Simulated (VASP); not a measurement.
**The (2 1 0) face of Li (space group 229): relaxation and electronic structure**

How does the (2 1 0) face of Li (space group 229) behave as a surface?

Main program and level: VASP 6.6.1; PBEsol; plane waves and PAW (Li).

This is a report of a sequence of runs, with most program output left out.

## 1. Starting point

The cell holds 12 atoms: 12 Li. Cell: a = 3.509 Å, b = 7.847 Å, c = 21.632 Å, α = 90.0°, β = 90.0°, γ = 90.0°. It derives from Li (Lithium). Vacuum lies along c.

As a file:

```cif
data_structure
_symmetry_space_group_name_H-M 'P 1'
_symmetry_Int_Tables_number 1
_cell_length_a 3.5093
_cell_length_b 7.8470
_cell_length_c 21.6317
_cell_angle_alpha 90.000
_cell_angle_beta 90.000
_cell_angle_gamma 90.000
_cell_volume 595.69
loop_
_atom_site_label
_atom_site_type_symbol
_atom_site_fract_x
_atom_site_fract_y
_atom_site_fract_z
_atom_site_occupancy
Li1 Li 0.00000 0.31667 0.69952 1
Li2 Li 0.50000 0.01667 0.66324 1
Li3 Li 0.00000 0.71667 0.62696 1
Li4 Li 0.50000 0.41667 0.59069 1
Li5 Li 0.00000 0.11667 0.55441 1
Li6 Li 0.50000 0.81667 0.51814 1
Li7 Li 0.00000 0.51667 0.48186 1
Li8 Li 0.50000 0.21667 0.44559 1
Li9 Li 0.00000 0.91667 0.40931 1
Li10 Li 0.50000 0.61667 0.37304 1
Li11 Li 0.00000 0.31667 0.33676 1
Li12 Li 0.50000 0.01667 0.30048 1
```

## 2. Surface relaxation

The free atoms relax, while those held by selective dynamics keep their cut positions.

INCAR

```
SYSTEM = Li
PREC = Normal
ENCUT = 300
EDIFF = 1E-05
NELM = 120
ISMEAR = 0
SIGMA = 0.05
LREAL = .FALSE.
ALGO = Fast
GGA = PS
NBANDS = 18
LORBIT = 11
LWAVE = .FALSE.
LCHARG = .FALSE.
KPAR = 2
NCORE = 2
IBRION = 2
NSW = 40
ISIF = 2
EDIFFG = -0.03
POTIM = 0.4
MAXMIX = 40
IDIPOL = 3
LDIPOL = .TRUE.
DIPOL = 0.5 0.5 0.5
```

POSCAR

```
Li
1.0
    3.5093000000      0.0000000000      0.0000000000
    0.0000000000      7.8470333534      0.0000000000
    0.0000000000      0.0000000000     21.6317366888
Li
12
Selective dynamics
Direct
    1.0000000000      0.3166666670      0.6995155730  T T T
    0.5000000000      0.0166666670      0.6632400140  T T T
    1.0000000000      0.7166666670      0.6269644560  T T T
    0.5000000000      0.4166666670      0.5906888970  T T T
    1.0000000000      0.1166666670      0.5544133380  F F F
    0.5000000000      0.8166666670      0.5181377790  F F F
    1.0000000000      0.5166666670      0.4818622210  F F F
    0.5000000000      0.2166666670      0.4455866620  F F F
    1.0000000000      0.9166666670      0.4093111030  T T T
    0.5000000000      0.6166666670      0.3730355440  T T T
    1.0000000000      0.3166666670      0.3367599860  T T T
    0.5000000000      0.0166666670      0.3004844270  T T T
```

KPOINTS

```
Automatic mesh
0
Gamma
7 3 1
0 0 0
```

The projector-augmented-wave data sets are Li (PBE family, release 64).

The run is started by

```sh
$ mpirun -np 4 vasp_std
```

Run time: 20 s. Hardware: 4 MPI ranks of Intel Xeon 6975P-C (Granite Rapids), shared host; peak memory 0.68 GiB; 77 s of CPU time.

The PAW data sets were made with PBE, which is usual practice but a small mismatch for other functionals. The run keeps the 4 symmetry operations of its start, so it cannot find a distortion of lower symmetry.

The steps of the relaxation:

| step | energy less that of the first step (eV) | largest force (eV/Å) |
| --- | --- | --- |
| 1 | 0.0000 | 0.1653 |
| 2 | -0.0040 | 0.1613 |
| 3 | -0.0152 | 0.1504 |
| 4 | -0.0351 | 0.1270 |
| 5 | -0.0632 | 0.0844 |
| 6 | -0.0634 | 0.1524 |
| 7 | -0.0734 | 0.1149 |
| 8 | -0.0814 | 0.0708 |
| 9 | -0.0872 | 0.0485 |
| 10 | -0.0876 | 0.0541 |
| 11 | -0.0915 | 0.0414 |
| 12 | -0.0955 | 0.0218 |

The atoms that moved most (Å):

| atom | dx | dy | dz | length |
| --- | --- | --- | --- | --- |
| Li12 | 0.000 | -0.236 | 0.213 | 0.318 |
| Li1 | 0.000 | 0.236 | -0.213 | 0.318 |
| Li4 | 0.000 | -0.076 | -0.156 | 0.174 |
| Li9 | 0.000 | 0.076 | 0.156 | 0.174 |
| Li2 | 0.000 | 0.067 | -0.151 | 0.165 |
| Li11 | 0.000 | -0.067 | 0.151 | 0.165 |
| Li3 | 0.000 | -0.094 | -0.103 | 0.139 |
| Li10 | 0.000 | 0.094 | 0.103 | 0.139 |

The relaxed structure:

```
Li
1.0
     3.50930    0.00000    0.00000
     0.00000    7.84703    0.00000
     0.00000    0.00000   21.63174
Li
12
Cartesian
  3.5093 2.7213 14.9190
  1.7547 0.1975 14.1960
  3.5093 5.5297 13.4598
  1.7547 3.1936 12.6213
  3.5093 0.9155 11.9929
  1.7547 6.4084 11.2082
  3.5093 4.0543 10.4235
  1.7547 1.7002 9.6388
  3.5093 7.2691 9.0104
  1.7547 4.9330 8.1720
  3.5093 2.4181 7.4357
  1.7547 -0.1056 6.7128
```

This step gave:

```yaml
electronic_cycles: 72
electrons: 12
free_energy_toten: -21.67 eV
energy_at_zero_smearing: -21.66 eV
fermi_energy: -1.494 eV
labelled_metallic_from_the_levels_on_this_mesh: yes
dipole_moment: 0, 0, 0 e·Å
```

The run ended after 12 ionic steps, 0.096 eV below its first step, once the forces on the free atoms met EDIFFG = -0.03.

Only the dipole across the slab is computed (IDIPOL = 3); zeros along the plane are no results.

## 3. Potential and states of the slab

A static run writes the electrostatic potential without exchange and correlation (LVHAR), which is flat in the vacuum and gives the level to count from. The dipole correction cancels the field that unlike faces would set up across the vacuum.

INCAR

```
SYSTEM = Li
PREC = Normal
ENCUT = 300
EDIFF = 1E-06
NELM = 120
ISMEAR = 0
SIGMA = 0.05
LREAL = .FALSE.
ALGO = Fast
GGA = PS
NBANDS = 34
LORBIT = 11
LWAVE = .FALSE.
LCHARG = .TRUE.
IDIPOL = 3
LDIPOL = .TRUE.
DIPOL = 0.5 0.5 0.5
LVHAR = .TRUE.
LVACPOTAV = .TRUE.
LELF = .TRUE.
NEDOS = 1500
```

POSCAR

```
Li
1.0
    3.5093000000      0.0000000000      0.0000000000
    0.0000000000      7.8470333534      0.0000000000
    0.0000000000      0.0000000000     21.6317366888
Li
12
Direct
    0.0000000000      0.3467908799      0.6896796935
    0.5000000000      0.0251729881      0.6562589504
    0.0000000000      0.7046863521      0.6222238755
    0.5000000000      0.4069868542      0.5834632773
    0.0000000000      0.1166666670      0.5544133380
    0.5000000000      0.8166666670      0.5181377790
    0.0000000000      0.5166666670      0.4818622210
    0.5000000000      0.2166666670      0.4455866620
    0.0000000000      0.9263464798      0.4165367227
    0.5000000000      0.6286469819      0.3777761245
    0.0000000000      0.3081603459      0.3437410496
    0.5000000000      0.9865424541      0.3103203065
```

KPOINTS is that of step 2.

KPOINTS_OPT

```
Line mode
14
Line-mode
Reciprocal
  0.00000000   0.00000000   0.00000000 GAMMA
  0.50000000   0.00000000   0.00000000 X

  0.50000000   0.00000000   0.00000000 X
  0.50000000   0.50000000   0.00000000 S

  0.50000000   0.50000000   0.00000000 S
  0.00000000   0.50000000   0.00000000 Y

  0.00000000   0.50000000   0.00000000 Y
  0.00000000   0.00000000   0.00000000 GAMMA

  0.00000000   0.00000000   0.00000000 GAMMA
  0.50000000   0.50000000   0.00000000 S
```

The run is started by

```sh
$ mpirun -np 4 vasp_std
```

The job ended after 32 s (4 MPI ranks; peak memory 0.64 GiB).

This step gave:

* electronic cycles: 20
* Fermi energy: -1.493 eV
* DOS at the Fermi level: 8.430 states/eV/cell
* vacuum levels: 1.544, 1.544 eV
* work functions of the upper and lower face: 3.037, 3.037 eV

The electronic bands at the labelled points (eV, zero at the Fermi level; # counts the bands kept):

| point | #3 | #4 | #5 | #6 | #7 | #8 | #9 | #10 |
| --- | --- | --- | --- | --- | --- | --- | --- | --- |
| Γ | -1.64 | -1.48 | -1.40 | -0.78 | -0.74 | -0.30 | 0.37 | 0.54 |
| 0.46 of the way | -1.15 | -1.00 | -0.90 | -0.30 | -0.28 | 0.22 | 0.86 | 0.98 |
| X | -0.35 | -0.35 | 0.29 | 0.29 | 0.56 | 0.56 | 0.78 | 0.78 |
| 0.46 of the way | -0.28 | -0.28 | -0.06 | -0.06 | 0.42 | 0.42 | 0.73 | 0.73 |
| S | -0.53 | -0.53 | -0.09 | -0.09 | 0.11 | 0.11 | 0.79 | 0.79 |
| 0.46 of the way | -1.63 | -1.35 | -0.57 | -0.17 | 0.75 | 0.95 | 1.15 | 1.28 |
| Y | -2.28 | -2.01 | -1.23 | -0.82 | 0.07 | 0.27 | 0.36 | 0.69 |
| 0.46 of the way | -2.33 | -1.63 | -1.39 | -0.49 | -0.39 | -0.13 | 0.28 | 0.71 |
| Γ | -1.64 | -1.48 | -1.40 | -0.78 | -0.74 | -0.30 | 0.37 | 0.54 |
| 0.46 of the way | -1.74 | -1.07 | -0.89 | -0.08 | 0.08 | 0.36 | 0.66 | 1.31 |
| S | -0.53 | -0.53 | -0.09 | -0.09 | 0.11 | 0.11 | 0.79 | 0.79 |

The density of states has structure finer than the step of the table below, so its rows give means over 0.25 eV, whole bins alone (the curve runs from -3.90 to 7.97 eV). Peaks (eV: height): total 0.682: 16.3, 3.477: 16.7, 3.739: 15.6, 4.525: 17.6, 4.831: 20.9, 5.573: 15.1, 6.054: 15.0; Li s -2.375: 1.12, -1.763: 0.794, -1.632: 0.858, -0.584: 0.840, 3.477: 1.08, 5.748: 0.769, 6.054: 0.772; Li p 0.639: 2.61, 1.556: 2.09, 3.477: 2.01, 3.739: 1.91, 4.831: 2.31, 6.578: 2.02, 7.538: 2.21.

Means over bins of 0.043 eV. The density of states by energy, zero at the Fermi level; means over each step; values in states/eV/cell:

| energy (eV) | total | Li s | Li p |
| --- | --- | --- | --- |
| -3.75 | 0 | 0 | 0 |
| -3.50 | 0.0417 | 0.00774 | 2.8e-4 |
| -3.25 | 1.14 | 0.205 | 0.0153 |
| -3.00 | 2.09 | 0.363 | 0.0464 |
| -2.75 | 0.462 | 0.0757 | 0.0135 |
| -2.50 | 3.90 | 0.603 | 0.161 |
| -2.25 | 3.82 | 0.567 | 0.185 |
| -2.00 | 0.427 | 0.0569 | 0.0262 |
| -1.75 | 4.78 | 0.609 | 0.340 |
| -1.50 | 5.03 | 0.601 | 0.394 |
| -1.25 | 3.49 | 0.379 | 0.281 |
| -1.00 | 3.81 | 0.378 | 0.379 |
| -0.75 | 5.68 | 0.512 | 0.633 |
| -0.50 | 4.51 | 0.387 | 0.448 |
| -0.25 | 4.35 | 0.291 | 0.575 |
| 0.00 | 8.57 | 0.499 | 1.17 |
| 0.25 | 6.68 | 0.287 | 1.02 |
| 0.50 | 6.91 | 0.232 | 1.11 |
| 0.75 | 8.56 | 0.267 | 1.29 |
| 1.00 | 6.32 | 0.117 | 1.01 |
| 1.25 | 4.65 | 0.0773 | 0.845 |
| 1.50 | 7.19 | 0.132 | 1.27 |
| 1.75 | 3.49 | 0.0606 | 0.606 |
| 2.00 | 5.15 | 0.109 | 0.763 |
| 2.25 | 4.66 | 0.124 | 0.721 |
| 2.50 | 3.17 | 0.148 | 0.403 |
| 2.75 | 5.55 | 0.244 | 0.728 |
| 3.00 | 9.19 | 0.295 | 1.00 |
| 3.25 | 4.75 | 0.290 | 0.354 |
| 3.50 | 12.1 | 0.704 | 1.33 |
| 3.75 | 11.2 | 0.567 | 1.31 |
| 4.00 | 7.30 | 0.265 | 0.691 |
| 4.25 | 8.28 | 0.373 | 1.01 |
| 4.50 | 11.9 | 0.497 | 1.31 |
| 4.75 | 12.2 | 0.382 | 1.55 |
| 5.00 | 9.12 | 0.304 | 0.891 |
| 5.25 | 8.92 | 0.267 | 0.981 |
| 5.50 | 12.1 | 0.443 | 1.51 |
| 5.75 | 11.1 | 0.500 | 1.46 |
| 6.00 | 9.50 | 0.478 | 1.09 |
| 6.25 | 10.5 | 0.558 | 1.37 |
| 6.50 | 9.20 | 0.460 | 1.45 |
| 6.75 | 6.52 | 0.347 | 1.04 |
| 7.00 | 5.68 | 0.312 | 0.877 |
| 7.25 | 6.03 | 0.253 | 1.09 |
| 7.50 | 4.39 | 0.243 | 0.981 |
| 7.75 | 2.69 | 0.173 | 0.645 |

The planar average of the electrostatic potential oscillates, so the rows of the table below give means over windows of 1 Å about each position, cut where the curve ends. Its maxima inside the range that stand out by 2 % of the span (Å: eV): 8.6: -0.239, 11.2: -0.245, 13.1: -0.239. Its minima: 7.2: -0.691, 9.4: -0.586, 12.3: -0.586, 14.4: -0.691.

Zero at the Fermi level. Planar average of the electrostatic potential against height; means over each step:

| height (Å) | planar average of the electrostatic potential (eV) |
| --- | --- |
| 0 | 3.04 |
| 1 | 3.04 |
| 2 | 3.04 |
| 3 | 3.03 |
| 4 | 2.99 |
| 5 | 2.75 |
| 6 | 1.52 |
| 7 | -0.438 |
| 8 | -0.438 |
| 9 | -0.410 |
| 10 | -0.372 |
| 11 | -0.267 |
| 12 | -0.476 |
| 13 | -0.303 |
| 14 | -0.578 |
| 15 | 0.0930 |
| 16 | 2.19 |
| 17 | 2.89 |
| 18 | 3.01 |
| 19 | 3.03 |
| 20 | 3.04 |
| 21 | 3.04 |

Density of states in the PAW spheres, an atom over height of the layer and energy from the Fermi level.

Ten even steps from '_' (0.000 states/eV) to '@' (0.147 states/eV), each cell a mean:
```
**##****##****##****##**
####%%@@@@@@@@@@@@%%####
========--------========
++**++**++++++++**++**++
------====----====------
====++**++****++**++====
..::..::........::..::..
--==--++++====++++--==--
......::::....::::......
__....::::::::::::....__
________________________
________________________
________________________
________________________
________________________
________________________
________________________
________________________
________________________
________________________
________________________
________________________
```
Columns: height of the layer (Å) from 6.7 to 14.9 (not evenly spaced); rows upwards: energy from the Fermi level (eV) from -7.9 to 0.5.

Force by atom:

| atom | x (eV/Å) | y (eV/Å) | z (eV/Å) | size |
| --- | --- | --- | --- | --- |
| Li1 | 0.0000 | 0.0004 | -0.0215 | 0.0215 |
| Li2 | 0.0000 | -0.0114 | 0.0055 | 0.0126 |
| Li3 | 0.0000 | 0.0099 | -0.0026 | 0.0103 |
| Li4 | 0.0000 | 0.0202 | 0.0023 | 0.0203 |
| Li5 | 0.0000 | -0.0350 | -0.0297 | 0.0459 |
| Li6 | 0.0000 | -0.0044 | 0.0668 | 0.0670 |
| Li7 | 0.0000 | 0.0044 | -0.0668 | 0.0670 |
| Li8 | 0.0000 | 0.0350 | 0.0297 | 0.0459 |
| Li9 | 0.0000 | -0.0202 | -0.0023 | 0.0203 |
| Li10 | 0.0000 | -0.0099 | 0.0026 | 0.0103 |
| Li11 | 0.0000 | 0.0114 | -0.0055 | 0.0126 |
| Li12 | 0.0000 | -0.0004 | 0.0215 | 0.0215 |

Electrostatic potential energy in the cb plane at fractional x = 0.000, with atoms of Li within 0.2 Å of it. With pseudopotentials it is smooth inside the atoms' cores, unlike the true potential.

Ten even steps from '0' (-20 eV) to '9' (2 eV), each cell a mean:
```
99999999999861005899998899999999999999999999
99999999999850004899999999999999999999999999
99999999999873126899999999989999999999999999
99999999999987678999999987778899999999999999
99999999999998889999999974225899999999999999
99999999999999999999999861003789999999999999
99999999999999999989999861003789999999999999
99999999999999998777899975236899999999999999
99999999999999987313789998778899999999999999
99999999999999985000589999989999999999999999
99999999999999985000589999998877889999999999
99999998877899987434789999998645688999999999
99999998643579998878899999986200478999999999
99999987400168999999999999986100268999999999
99999987300068999999999999987300478999999999
99999997521378999999988889998655788999999999
99999998766789999999864478999888899999999999
99999999988999999998620048999999999999999999
99999999999999999998610037999999999999999999
99999999999998888998731158999999999999999999
99999999999985457899876689999999999999999999
```
Columns run along c (16.0 Å, from fractional 0.18 to 0.92 of the cell; values clipped at the 3rd and 97th percentile), rows up along b (7.8 Å). Atoms in or near the plane, at fractional coordinates: Li at (0.69, 0.35), Li at (0.62, 0.70), Li at (0.55, 0.12), Li at (0.48, 0.52), Li at (0.42, 0.93), Li at (0.34, 0.31).

Valence density in the cb plane at fractional x = 0.000, with atoms of Li within 0.2 Å of it. It is the smooth field of the valence electrons, not physical close to the nuclei.

Ten even steps from '0' (0.000 e/Å³) to '9' (0.059 e/Å³), each cell a mean:
```
00011346789874446888888889988653210000000000
00011245688864345788888899987643210000000000
00001234677865456888888899887542110000000000
00001123567776677888888888765532110000000000
00000123456788888888888875444432100000000000
00000112356788888888888864333332110000000000
00000112345788888888888874333332110000000000
00000012345788888767889986544432110000000000
00000012346788886545789998776543210000000000
00000012356789886434689999988654211000000000
00000012356889986434689999998754221000000000
00000112346789987555789999998643221000000000
00000112234689988777899999997433111100000000
00000122233478998888899999997323211100000000
00001122233368998888888999998533221100000000
00001233444579998888887889999754321100000000
00001235667889998888765678999875431100000000
00011246789999999888654458999875421100000000
00011346899999989988643457999875321000000000
00012356899998888888754468998764321000000000
00012346899986567888876679998754211000000000
```
Columns run along c (16.0 Å, from fractional 0.18 to 0.92 of the cell), rows up along b (7.8 Å). Atoms in or near the plane, at fractional coordinates: Li at (0.69, 0.35), Li at (0.62, 0.70), Li at (0.55, 0.12), Li at (0.48, 0.52), Li at (0.42, 0.93), Li at (0.34, 0.31).

ELF in the cb plane at fractional x = 0.000, with atoms of Li within 0.2 Å of it. It is the smooth field of the valence electrons, not physical close to the nuclei.

Ten even steps from '0' (0.00) to '9' (0.87), each cell a mean:
```
12467899998520001477655677888887643110000000
12457899987510001467766778888876532100000000
12356788887520002567777777888776431100000000
01245678887642224677777765445554321000000000
01134567777766566777777641001233321000000000
00123456677777777777777520000123221000000000
00012345677777776656677620000133321100000000
00011235677787764323577752112455432100000000
00001235678888752000267776556776543210000000
00001235678888741000157888888877643210000000
00001234678888751000157888888764433211000000
00001223345788763101367788887410112211000000
00011111001367765334677777874100001111000000
00011210000036776666777777763000001211000000
00122321000026777777776677774100012221000000
01234443100136777777654456777532233321000000
01245677644467777776410135788877665421000000
12356889988777777775200014788998875421000000
12467899999876667775200003788998865321000000
12468999999864446776300015788888764311000000
12468999998741013676521246888887653210000000
```
Columns run along c (16.0 Å, from fractional 0.18 to 0.92 of the cell), rows up along b (7.8 Å). Atoms in or near the plane, at fractional coordinates: Li at (0.69, 0.35), Li at (0.62, 0.70), Li at (0.55, 0.12), Li at (0.48, 0.52), Li at (0.42, 0.93), Li at (0.34, 0.31).

The density of states holds every band computed, so its fall toward the upper end of the range is no gap.

The map of layer states is cut here 0.5 eV above the Fermi level, so it leaves out the states above that.

The vacuum level lies 3.04 eV above the Fermi level at the upper face; both faces agree, as the slab has next to no dipole.

The program found no field-free point at its default tolerance, but its printed level agrees with the flat part of the planar average.

On this mesh the fine structure of the density of states is sampling noise, and high empty states may be cut by the number of bands.

## 4. Derived quantities

This step: slab, PBEsol; plane waves and PAW (VASP 6.6.1).

Derived from the runs above.

## 5. What came out

```
work function of the slab : 3.04 eV
```

What this shows: The work function is 3.04 eV at both faces. The atom that ends on top (Li) moved inwards by 0.21 Å. The cell in the plane was kept as given and was not relaxed here.

[Lines on the potential files, build, host, timing and source positions are cut from VASP's logs without a mark.]

[Logs are printed without paths, hosts, clocks, repeated set-up lines and the standing remarks that a program may print on its own settings, such as how far it seeks lower states.]

[Hosts, paths, dates, database ids (printed as entryN), source tags and the programs' standing remarks are cut or masked in the printed files.]

[In band tables of VASP the shares of atoms and orbitals are scaled to a sum of 1 inside the atoms' spheres.]

[Runs that stopped without an error message from VASP are left out.]
